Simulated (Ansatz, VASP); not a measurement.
# Cross-check of MgTiF6 between VASP and Ansatz

Aim: how closely do two programs agree when they are given the same cell, functional and k mesh? The cell is taken from a series of runs on this material, whose earlier steps may have relaxed, scaled, displaced or heated it; both programs get it as it stands.

Method: plane waves, with VASP 6.6.1 beside it; r2SCAN, in Ansatz 0.2.0.

## Step 1: The starting structure

The structure is trigonal, space group R-3 (No. 148). The conventional cell has a = 5.217 Å, b = 5.217 Å, c = 13.334 Å, α = 90.00°, β = 90.00°, γ = 120.00°. Mg has 6 F at 1.97 Å nearest. Nearest to Ti lie 6 F at 1.87 Å. Nearest to F lie 1 Ti at 1.87 Å and 1 Mg at 1.97 Å. Farther neighbours and most contacts between anions are not listed.

As a file:

```cif
data_structure
_symmetry_space_group_name_H-M 'P 1'
_symmetry_Int_Tables_number 1
_cell_length_a 5.3688
_cell_length_b 5.3688
_cell_length_c 5.3688
_cell_angle_alpha 58.132
_cell_angle_beta 58.132
_cell_angle_gamma 58.132
_cell_volume 104.74
loop_
_atom_site_label
_atom_site_type_symbol
_atom_site_fract_x
_atom_site_fract_y
_atom_site_fract_z
_atom_site_occupancy
Mg1 Mg 0.50000 0.50000 0.50000 1
Ti2 Ti 0.00000 0.00000 0.00000 1
F3 F 0.67162 0.84246 0.24224 1
F4 F 0.84246 0.24224 0.67162 1
F5 F 0.75776 0.32838 0.15754 1
F6 F 0.15754 0.75776 0.32838 1
F7 F 0.32838 0.15754 0.75776 1
F8 F 0.24224 0.67162 0.84246 1
```

## Step 2: Ansatz: G0W0 gap, r2SCAN

Ansatz runs on its default PAW (the set named soft_2) files.

Quasiparticle shifts depend on high empty states and on the cores, so they are the hardest test of two PAW sets.

input.yaml reads:

```yaml
crystal:
  lattice:
    - [2.6082800939, 1.5058912144, 4.444507564]
    - [-2.6082800939, 1.5058912144, 4.444507564]
    - [0.0, -3.0117824287, 4.444507564]
  atoms:
    - { symbol: Mg, position: [0.5, 0.5, 0.5] }
    - { symbol: Ti, position: [0.0, 0.0, 0.0] }
    - { symbol: F, position: [0.67161765, 0.84245558, 0.24224433] }
    - { symbol: F, position: [0.84245558, 0.24224433, 0.67161765] }
    - { symbol: F, position: [0.75775567, 0.32838235, 0.15754442] }
    - { symbol: F, position: [0.15754442, 0.75775567, 0.32838235] }
    - { symbol: F, position: [0.32838235, 0.15754442, 0.75775567] }
    - { symbol: F, position: [0.24224433, 0.67161765, 0.84245558] }
kpoints:
  mp_grid: { grid: [2, 2, 2] }
hamiltonian:
  xc: r2scan
scf:
  occupations: { method: fixed }
gw:
  n_empty_bands: 110
  ecut_chi: 60.0
  qp_bands: [v1, c1]
  qp_kpoints: band_edges
  screening: { model: contour_deformation }
```

Run with:

```console
$ ansatz run input.yaml --threads 4 --pin off --max-ram 36864MiB --backend cpu --events-out ev --progress --plain --runs-dir out
```

Numbers of over 12 decimals in the logs are rounded to 6 here.

The log of the run:

```text
Engine: ansatz 0.2.0, aarch64-unknown-linux-gnu
Pseudopotentials: kind: paw
Pseudopotential: Mg, paw, valence charge 10, recommended cutoff 500 eV (meta_gga), Mg.paw.azcp
Pseudopotential: Ti, paw, valence charge 12, recommended cutoff 500 eV (meta_gga), Ti.paw.azcp
Pseudopotential: F, paw, valence charge 7, recommended cutoff 500 eV (meta_gga), F.paw.azcp
Functional definition: r2SCAN
  parameter k0 = 0.174
  parameter k1 = 0.065
  parameter a1 = 4.9479
  exchange = r2scan_x(k0 = k0, k1 = k1, a1 = a1)
  correlation = r2scan_c
Crystal: 8 atoms, lattice volume = 104.742 Å³
Basis set: ecut = 500 eV, 2687 PW (Γ), exchange–correlation on 160×160×160 points (64 copies of the dense FFT grid, shifted against one another)
Bands: 40, of which v1, the nominal top of the filled ones, is band 32 counted from 1 (31 counted from 0)
Symmetry: 6 space group operations
Space group: R-3 (ITA 148), of the structure as read, at distance tolerance 4.7e-5 Å
k-points: 4 of 8
Non-local potential: Mg, projectors of the file, l = 0: 3, l = 1: 2, l = 2: 1
Non-local potential: Ti, projectors of the file, l = 0: 3, l = 1: 2, l = 2: 3, l = 3: 1
Non-local potential: F, projectors of the file, l = 0: 2, l = 1: 2, l = 2: 1
PAW form: soft (Blöchl's): semilocal exchange-correlation on the pseudo side does not see the compensation charge
PAW frozen core: Mg, regenerated for the run's functional (the file was generated under x = pbe(κ = 0.804, μ = 0.219515), c = pbe(β = 0.066725))
PAW frozen core: Ti, regenerated for the run's functional (the file was generated under x = pbe(κ = 0.804, μ = 0.219515), c = pbe(β = 0.066725))
PAW frozen core: F, regenerated for the run's functional (the file was generated under x = pbe(κ = 0.804, μ = 0.219515), c = pbe(β = 0.066725))
PAW one-centre angular grid: Mg, 302 points (default); XC on 224 Gauss nodes
PAW one-centre angular grid: Ti, 590 points (default); XC on 160 Gauss nodes
PAW one-centre angular grid: F, 302 points (default); XC on 160 Gauss nodes
Initial density: superposition of atomic densities (neutral atoms: chi_scale 0, normalization atom), corrected by the library's trained network
Initial wavefunctions: pseudopotential atomic-orbital guess
Functional: x = r2scan, c = r2scan; τ floored in thin density (d = 2e-4 eV/Å³)
SCF iter   1: F=—  HF=-9301.999639 eV  |F-HF|=—  |Δ(HF+E_count)|=         —  Δρ=1.78e-2  dr2=4.09e-1  dr2_τ=2.60e-1  ethr=1.77e-3  ⟨swp⟩=4.0  Hψ=539  notcnv=0  defer=20
preconditioner: auto → Resta (q_TF=auto, 2.513 Å⁻¹)  ε∞=3.5  [insulator: Δε(μ)=6.002 eV  Ē_g=15.835 eV  n_scr=26 (ndim 8)  ℏωp=25.1 eV  f_vac=0.224  ε∞_Penn≈3.5]
SCF iter   2: F=—  HF=-9302.036903 eV  |F-HF|=—  |Δ(HF+E_count)|=   3.73e-2  Δρ=8.09e-3  dr2=2.92e-2  dr2_τ=1.38e-2  ethr=6.40e-4  ⟨swp⟩=3.0  Hψ=328  notcnv=0  defer=16
SCF iter   3: F=—  HF=-9302.033738 eV  |F-HF|=—  |Δ(HF+E_count)|=   3.17e-3  Δρ=2.58e-3  dr2=3.00e-3  dr2_τ=5.51e-4  ethr=4.56e-5  ⟨swp⟩=2.5  Hψ=248  notcnv=0  defer=20
SCF iter   4: F=—  HF=-9302.033882 eV  |F-HF|=—  |Δ(HF+E_count)|=   1.45e-4  Δρ=7.51e-4  dr2=2.56e-4  dr2_τ=5.14e-5  ethr=4.69e-6  ⟨swp⟩=2.0  Hψ=230  notcnv=0  defer=22
SCF iter   5: F=—  HF=-9302.033894 eV  |F-HF|=—  |Δ(HF+E_count)|=   1.16e-5  Δρ=8.94e-5  dr2=6.94e-6  dr2_τ=8.94e-7  ethr=4.01e-7  ⟨swp⟩=2.2  Hψ=252  notcnv=0  defer=21
SCF iter   6: F=—  HF=-9302.033900 eV  |F-HF|=—  |Δ(HF+E_count)|=   5.85e-6  Δρ=1.78e-5  dr2=2.81e-7  dr2_τ=3.46e-8  ethr=1.08e-8  ⟨swp⟩=2.2  Hψ=252  notcnv=0  defer=9
SCF iter   7: F=-9302.033900 eV  HF=-9302.033900 eV  |F-HF|=5.56e-8  |Δ(HF+E_count)|=   6.69e-7  Δρ=4.99e-6  dr2=3.15e-8  dr2_τ=1.27e-9  ethr=1.56e-10  ⟨swp⟩=10.0  Hψ=549  notcnv=0
SCF 1 converged in 7 iterations: F = -9302.033900 eV  dr2 = 3.15e-8
  greatest PAW one-centre occupation: 1.000 electrons in one spin orbital (limit 2), on the Mg atom at site 0 (counted from 0), in its partial waves of l = 0
NSCF: frozen V_eff on 4 k-points
G₀W₀ screening: q 1/4
[... further progress lines ...]
NSCF: frozen V_eff on 1 k-points
NSCF: frozen V_eff on 1 k-points
[...]
SCF converged after 7 iterations
Free energy (F): -9302.033900 eV
Harris-Foulkes:  -9302.033900 eV  (|F-HF|=5.56e-8)
Internal energy: -9302.033900 eV  (E = F + TS)
E sigma→0 (E₀):  -9302.033900 eV
Fermi energy:    -0.180927 eV
--- Per-component energies (eV) ---
  E_band       = -1005.572715
  E_kinetic    = 1596.881464
  E_local      = -7007.547983  (includes V_loc(G=0)·N_el)
  E_nonlocal   = 531.644795
  E_hartree    = 2657.704241
  E_xc         = -597.048162
  E_vxc        = -872.351788  (∫ρ·V_xc dr)
  E_paw        = -2567.510491  (= ΣΔE_a)
  E_vpaw       = -633.421661  (= ΣTr[D̂ρ^β])
  E_aug_tail   = 0.006231  (compensation charges beyond the density's cutoff)
  E_vtau       = 63.806824  (kinetic-family band-sum trace: ∫τ·v_τ [+ j·A + Jᵃ·Aᵃ] dr)
  E_ewald      = -3915.695980
  E_core_change = -0.468014  (= ΣΔE_core)
  E_smearing   = -0.000000  (= −TS)
  E_closure    = -0.000000  (closes the sum)
  Σ components = -9302.033900   (vs F -9302.033900, Δ=0.00e0)
--- Band table (eV) ---
  k-point 0: bands = [... 28 lower, -0.5420, -0.4081, -0.1809, -0.1809, 5.1473, 5.1473, 5.1475, 7.9146, ... 4 higher]
  k-point 1: bands = [... 28 lower, -0.5410, -0.4737, -0.4213, -0.3234, 5.1568, 5.1907, 5.2550, 7.7676, ... 4 higher]
  k-point 2: bands = [... 28 lower, -0.7085, -0.6020, -0.5977, -0.2254, 5.1391, 5.2348, 5.3148, 7.4702, ... 4 higher]
  k-point 3: bands = [... 28 lower, -0.5304, -0.5304, -0.4419, -0.4419, 5.2043, 5.2491, 5.2491, 7.7996, ... 4 higher]
--- G₀W₀: contour deformation, 6 samples at zero and on the imaginary axis and 0 off it, 8 q-points, 110 empty bands' worth ---
  eigenvalues of the whole cell's RPA ε∞ on this k-mesh (on a slab, of 1 + 4πα/V) = 2.1590, 2.1590, 2.1801; static W/v taken at q = 0 is 0.461706
  bands read: the sum over 142 bands ends inside a degenerate multiplet in 1 slot, whose members it reads at an even weight; the widest, k=0: bands 142 to 143 (counted from 1) at 1/2 each
  gw.qp_kpoints: band_edges: 4 of 4 stored k-points solved, in 1 pass; an edge of the gap read off the rows below is read off those points alone
  `?` marks the rows in doubt; gw_qp.tsv's column doubts and the gw_qp event give each row's grounds
    ik  band        ε_KS         Σx   Σc(E_QP)       V_xc       Z   E_QP_lin       E_QP  E_QP is
     0    32     -0.1809   -32.2193     5.6759   -25.0533  0.7724    -1.7111    -1.6711  root
     0    33      5.1473   -14.4155    -5.8261   -23.1100  0.7760     8.1601     8.0158  root ?
     1    32     -0.3234   -32.0417     5.6807   -24.8548  0.7712    -1.8715    -1.8297  root
     1    33      5.1568   -14.4388    -5.8148   -23.1172  0.7760     8.1642     8.0204  root ?
     2    32     -0.2254   -32.1537     5.6624   -24.9994  0.7722    -1.7576    -1.7174  root
     2    33      5.1391   -14.3163    -5.8631   -23.0455  0.7759     8.1494     8.0052  root ?
     3    32     -0.4419   -31.8376     5.6571   -24.6687  0.7701    -1.9967    -1.9537  root
     3    33      5.2043   -14.5426    -5.7793   -23.1706  0.7757     8.1950     8.0530  root ?
```

(Part 1 of 2 ends here.)

[Lines on the potential files, build, host, timing and source positions are cut from VASP's logs without a mark.]

[Logs are printed without paths, hosts, clocks, repeated set-up lines and the standing remarks that a program may print on its own settings, such as how far it seeks lower states.]

[Hosts, paths, dates, database ids (printed as entryN), source tags and the programs' standing remarks are cut or masked in the printed files.]
